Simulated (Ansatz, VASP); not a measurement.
# ZrGeS: VASP beside Ansatz, part 2 of 2

Wanted: the spread between two codes on one cell, functional and k mesh.

VASP 6.6.1 and Ansatz 0.2.0.

So far. Step 2 (VASP: single point, r2SCAN): The run ends at a pressure of 1.58 GPa, with forces up to 0.100 eV/Å. Step 3 (Ansatz: single point, r2SCAN): The run ends at a pressure of 1.82 GPa, with forces up to 0.10 eV/Å.

### Step 6. VASP: band structure, r2SCAN

Level of this step: r2SCAN; plane waves and PAW (Zr_sv, Ge_d, S) (VASP).

The same cell, functional, mesh and smearing now go to VASP, with its own data sets and cutoff.

Contents of INCAR:

```
SYSTEM = ZrGeS
PREC = Accurate
ENCUT = 410
EDIFF = 1E-06
NELM = 100
ISMEAR = -1
SIGMA = 0.05
LREAL = .FALSE.
ALGO = Normal
METAGGA = R2SCAN
LASPH = .TRUE.
NBANDS = 49
LORBIT = 11
LWAVE = .FALSE.
LCHARG = .FALSE.
KPAR = 4
```

Contents of POSCAR:

```
ZrGeS
1.0
    3.5769939926      0.0000000000      0.0000000000
    0.0000000000      3.5769939926      0.0000000000
    0.0000000000      0.0000000000      7.9106218496
Zr Ge S
2 2 2
Direct
    0.0000000000      0.5000000000      0.2760000000
    0.5000000000      0.0000000000      0.7240000000
    0.0000000000      0.0000000000      0.0000000000
    0.5000000000      0.5000000000      0.0000000000
    0.0000000000      0.5000000000      0.6220000000
    0.5000000000      0.0000000000      0.3780000000
```

Contents of KPOINTS:

```
Automatic mesh
0
Gamma
8 8 4
0 0 0
```

Contents of KPOINTS_OPT:

```
Line mode
16
Line-mode
Reciprocal
  0.00000000   0.00000000   0.00000000 GAMMA
  0.00000000   0.50000000   0.00000000 X

  0.00000000   0.50000000   0.00000000 X
  0.50000000   0.50000000   0.00000000 M

  0.50000000   0.50000000   0.00000000 M
  0.00000000   0.00000000   0.00000000 GAMMA

  0.00000000   0.00000000   0.00000000 GAMMA
  0.00000000   0.00000000   0.50000000 Z

  0.00000000   0.00000000   0.50000000 Z
  0.00000000   0.50000000   0.50000000 R

  0.00000000   0.50000000   0.50000000 R
  0.50000000   0.50000000   0.50000000 A

  0.50000000   0.50000000   0.50000000 A
  0.00000000   0.00000000   0.50000000 Z

  0.00000000   0.50000000   0.00000000 X
  0.00000000   0.50000000   0.50000000 R

  0.50000000   0.50000000   0.00000000 M
  0.50000000   0.50000000   0.50000000 A
```

Potentials, in the order of the species: Zr_sv, Ge_d and S (PBE family, release 64).

Command:

```
$ mpirun -np 4 vasp_std
```

Numbers of over 12 decimals in the logs are rounded to 6 here.

Output:

```text
[banner, memory and clock lines left out]
running    4 mpi-ranks, on    1 nodes
[...]
[... a notice as in an earlier step ...]

 LDA part: xc-table for (None), standard interpolation
 POSCAR, INCAR and KPOINTS ok, starting setup
[...]
entering main loop
       N       E                     dE             d eps       ncg     rms          rms(c)
DAV:   1     0.586816510155E+03    0.58682E+03   -0.25913E+04  6073   0.248E+03
DAV:   2    -0.839435576550E+00   -0.58766E+03   -0.54666E+03  4634   0.705E+02
DAV:   3    -0.105583789804E+03   -0.10474E+03   -0.10104E+03  5449   0.167E+02
DAV:   4    -0.115474066758E+03   -0.98903E+01   -0.96900E+01  7108   0.490E+01
[...]
DAV:  11    -0.969970555183E+02   -0.23513E-03   -0.33997E-04  5856   0.110E-01    0.434E-02
DAV:  12    -0.969970730057E+02   -0.17487E-04   -0.34908E-05  5553   0.423E-02    0.196E-02
DAV:  13    -0.969970736656E+02   -0.65982E-06   -0.58975E-06  5947   0.196E-02
   1 F= -.96997074E+02 E0= -.96992756E+02  d E =-.863462E-02
 Start KPOINTS_OPT (optional k-point list driver)
k-point batch [1-45\144]
       N       E                     dE             ncg
DAV:   1     0.520646012444E+04   -0.57931E+05     6057
DAV:   2    -0.219687472969E+05   -0.27175E+05     4794
DAV:   3    -0.265005768808E+05   -0.45318E+04     5078
DAV:   4    -0.269115413576E+05   -0.41096E+03     6915
[...]
DAV:   8    -0.269261640720E+05   -0.18781E-03     6435
DAV:   9    -0.269261640758E+05   -0.37870E-05     4252
DAV:  10    -0.269261640763E+05   -0.51758E-06     3540
[...]
k-point batch [136-144\144]
       N       E                     dE             ncg
DAV:   1     0.572840971623E+05   -0.19187E+05     1229
DAV:   2     0.518759160163E+05   -0.54082E+04      962
DAV:   3     0.509942126183E+05   -0.88170E+03     1063
DAV:   4     0.509277401953E+05   -0.66472E+02     1346
[...]
DAV:   8     0.509248004093E+05   -0.27977E-04     1238
DAV:   9     0.509248004079E+05   -0.13655E-05      812
DAV:  10     0.509248004078E+05   -0.10428E-06      764
```

From OUTCAR (step 6):

```text
  Total        4.7441179      4.7441179      4.9594037      0.0000000      0.0000000      0.0000000
  in kB       75.0963816     75.0963816     78.5042197      0.0000000      0.0000000      0.0000000
  external PRESSURE =      76.2323276 kB  Pullay stress =       0.0000000 kB

 POSITION                                       TOTAL-FORCE (eV/Angst)
 -----------------------------------------------------------------------------------
      0.00000      1.78850      2.18333         0.000000      0.000000     -0.024284
      1.78850      0.00000      5.72729        -0.000000     -0.000000      0.024284
      0.00000      0.00000      0.00000         0.000000     -0.000000      0.000000
      1.78850      1.78850      0.00000         0.000000      0.000000      0.000000
      0.00000      1.78850      4.92041         0.000000      0.000000     -0.085091
      1.78850      0.00000      2.99022        -0.000000      0.000000      0.085091
 -----------------------------------------------------------------------------------
    total drift:                                0.000000     -0.000000     -0.000000

  FREE ENERGIE OF THE ION-ELECTRON SYSTEM (eV)
  ---------------------------------------------------
  free  energy   TOTEN  =       -96.9970736656 eV

  energy  without entropy=      -96.9884390428  energy(sigma->0) =      -96.99275635

[... 3 further parts left out ...]
[key lines of the parts left out:]
E-fermi :  10.0920
```

Spin-orbit coupling is off here; it would split degenerate levels.

### Step 7. Differences

The two programs side by side:

| quantity | Ansatz | VASP | difference |
| --- | --- | --- | --- |
| pressure (GPa) | 7.82 | 7.62 | +0.20 |
| pressure without Ansatz's Pulay correction (GPa) | 7.76 | 7.62 | +0.13 |

Forces (eV/Å; atoms numbered as in POSCAR):

```
atom        Ansatz x, y, z          VASP x, y, z
 Zr1  0.000, 0.000, -0.025  0.000, 0.000, -0.024
 Zr2   0.000, 0.000, 0.025   0.000, 0.000, 0.024
 Ge3   0.000, 0.000, 0.000   0.000, 0.000, 0.000
 Ge4   0.000, 0.000, 0.000   0.000, 0.000, 0.000
  S5  0.000, 0.000, -0.087  0.000, 0.000, -0.085
  S6   0.000, 0.000, 0.087   0.000, 0.000, 0.085
```

The forces differ by 0.7 meV/Å r.m.s., which is 2.3 % of the r.m.s. force of 0.03 eV/Å (both taken over all components). Levels from 3 eV below to 2 eV above the Fermi level differ by 3 meV r.m.s. and 8 meV at most; each VASP level is matched to the nearest of Ansatz, which flatters the figure a little. Ansatz's pressure holds a Pulay correction of 0.07 GPa; VASP's holds none.

### Step 8. Results

- r.m.s. force difference (single point, r2SCAN): 0.81 meV/Å
- r.m.s. difference of levels near the Fermi level (band structure, r2SCAN): 3.5 meV

**Reading.** The r.m.s. force difference is 0.81 meV/Å (single point, r2SCAN), within the 12 meV/Å picked in this series as the mark of a large difference. 1 further run of this series is not shown here. How closely two codes agree says nothing of how well the functional describes the real material.

[Lines on the potential files, build, host, timing and source positions are cut from VASP's logs without a mark.]

[Logs are printed without paths, hosts, clocks, repeated set-up lines and the standing remarks that a program may print on its own settings, such as how far it seeks lower states.]

[Hosts, paths, dates, database ids (printed as entryN), source tags and the programs' standing remarks are cut or masked in the printed files.]
